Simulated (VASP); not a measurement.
Input of a VASP 6.6.1 run:

File INCAR:

```
SYSTEM = HfZrSe3
ALGO     = Fast           ! electronic algorithm
EDIFF    = 1E-4           ! SCF threshold, eV
EDIFFG   = -0.08          ! ionic threshold
ENCUT    = 520            ! plane-wave cutoff, eV
GGA      = PE             ! functional
IBRION   = 2              ! ionic algorithm
ISIF     = 3              ! what is computed and relaxed
ISMEAR   = 0              ! smearing method
KPAR     = 2            
LASPH    = .True.         ! aspherical terms in the spheres
LCHARG   = .False.        ! write CHGCAR
LREAL    = .False.        ! projectors in reciprocal space
LWAVE    = .False.        ! write WAVECAR
NELM     = 60             ! most SCF steps
NSW      = 24             ! ionic steps
PREC     = Normal         ! precision mode
SIGMA    = 0.15           ! smearing width, eV
```

The input KPOINTS:

```
k-points
0
Gamma
  3 3 3
  0 0 0
```

POSCAR

```
HfZrSe3
1.0
    4.9278757400      0.0000000000      0.0000000000
    0.0000000000      4.9278757400      0.0000000000
    0.0000000000      0.0000000000      4.9278757400
Zr Hf Se
1 1 3
Direct
    0.0000000000      0.0000000000      0.0000000000
    0.5000000000      0.5000000000      0.5000000000
    0.5000000000      0.5000000000      0.0000000000
    0.5000000000      0.0000000000      0.5000000000
    0.0000000000      0.5000000000      0.5000000000
```

Potentials or basis: VASP PAW PBE potentials, release 64 (Zr_sv, Hf_pv, Se).

Command:

```sh
$ cat potpaw_PBE.64/Zr_sv/POTCAR potpaw_PBE.64/Hf_pv/POTCAR potpaw_PBE.64/Se/POTCAR > POTCAR
$ mpirun -np 2 vasp_std > vasp.out
```

Q: Estimate the relaxed cell.

A: a = 5.081 Å, b = 5.081 Å, c = 5.081 Å, α = 90.00°, β = 90.00°, γ = 90.00°.

Q: What does it give for the space group after relaxing (to 0.05 Å)?

A: Pm-3m (No. 221).

Q: Estimate the relaxed volume.

A: 26.24 Å³/atom.

Step by step:
```csv
step,energy change (eV),largest force (eV/Å),pressure (GPa),volume (Å³)
1,0.0000,0.0000,8.23,119.67
2,-0.0712,0.0000,-5.43,142.24
3,-0.2660,0.0000,-0.14,131.19
```

Caveat: the k mesh is coarse (spacing up to 0.43 Å⁻¹), so the values aren't converged; the relaxation stopped at a loose force limit of 0.08 eV/Å, so its end isn't a converged minimum. The run has no spin-orbit coupling, so splittings on Hf are missing.
